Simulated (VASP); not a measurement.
```yaml
crystal:
  lattice:
    - [0.00000, 3.49557, 2.16875]
    - [1.25312, 0.00000, 2.16875]
    - [1.25312, 3.49557, 0.00000]
  atoms:
    - { symbol: B, position: [0.00009, 0.00009, 0.99991] }
    - { symbol: N, position: [0.66661, 0.66661, 0.33339] }
```

The numbers are results of PBEsol GGA, VASP's PBE PAW potentials (set 64) (plane waves; VASP 6.6.1), not measurements. Numerical set-up: 520 eV cut-off, 14×14×14 Γ-centred mesh, tetrahedra with Blöchl corrections, potentials B N.

### Question
The job: BN (space group Fmm2), 2 atoms, PBEsol, static run, 520 eV, 14×14×14 Γ-centred mesh. Roughly how much core time does it take on a busy server core?

### Answer
About 2 core-minutes (one run on a shared machine, a rough figure). It had 428 irreducible k-points, 8 bands, up to 529 plane waves and 13 electronic steps.

The structure comes from a computed database's BN entry (Fmm2); how it stands against other phases isn't given here. It was relaxed first.
